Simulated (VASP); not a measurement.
Data:

```
CELL_PARAMETERS angstrom
     -1.65475     1.65475     1.65475
      1.65475    -1.65475     1.65475
      1.65475     1.65475    -1.65475
ATOMIC_POSITIONS crystal
  Nb 0.00000 0.00000 0.00000
```

These are PBE GGA, VASP's PBE PAW potentials (set 64) (plane waves; VASP) values and carry that method's errors. Numerical set-up: 520 eV cut-off, Gaussian smearing of 0.050 eV, potentials Nb_sv.

### Question
Give the energies of bands 5 to 9 at the high-symmetry points, in eV from the Fermi level.

### Answer

```
band      Γ      H      N      P
----  -----  -----  -----  -----
5     -5.92  -3.67  -3.69  -1.08
6      0.38  -3.67  -1.63  -1.08
7      0.38   5.57   2.26  -1.08
8      0.38   5.57   3.29   4.10
9      3.27   5.57   3.97   4.10
```

It has no gap at this level: it comes out as a metal or semimetal.

The compound is Nb in the bcc structure. It was relaxed first.
